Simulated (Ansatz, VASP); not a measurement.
# One calculation of ScPdC6N6, two programs

```
CELL_PARAMETERS angstrom
0.00000 5.46197 5.46197
5.46197 0.00000 5.46197
5.46197 5.46197 0.00000
ATOMIC_POSITIONS crystal
Sc 0.50000 0.50000 0.50000
Pd 0.00000 0.00000 0.00000
C 0.80794 0.19206 0.19206
C 0.19206 0.80794 0.19206
C 0.19206 0.19206 0.80794
C 0.19206 0.80794 0.80794
C 0.80794 0.19206 0.80794
C 0.80794 0.80794 0.19206
N 0.70121 0.29879 0.29879
N 0.29879 0.70121 0.29879
N 0.29879 0.29879 0.70121
N 0.29879 0.70121 0.70121
N 0.70121 0.29879 0.70121
N 0.70121 0.70121 0.29879
```

Alike in both runs: functional PBE; k mesh 4 × 4 × 4; occupations gaussian, width 0.1 eV; no spin polarisation.

Ansatz relaxed the structure, and its values are those at the end. VASP's run is a single point on that final structure, the one shown.

|  | VASP | Ansatz |
| --- | --- | --- |
| version | VASP 6.6.1 | Ansatz 0.2.0 |
| potentials or method | VASP PAW PBE potentials, release 64 (Sc_sv, Pd, C, N) | scalar-relativistic, plane waves, PAW |
| plane-wave cutoff (eV) | 520 | 420 |
| valence electrons in the cell | 75 | 83 |

|  | VASP | Ansatz | Ansatz less VASP |
| --- | --- | --- | --- |
| gap on the k mesh at the Fermi level (eV) | none | none | - |
| pressure (GPa) | 0.5 | 0.1 | -0.39 |
| rms of the force components (eV/Å) | 0.220 | 0.003 | -0.2174 |

A gap of «none» marks a metal or a gap that the smearing closes. One of these differences is far larger than is usual between the two programs; its cause wasn't traced. The two sets of potentials don't hold the same shells in valence.

Caveats: the standard files for N, O and F lose accuracy on very short bonds.
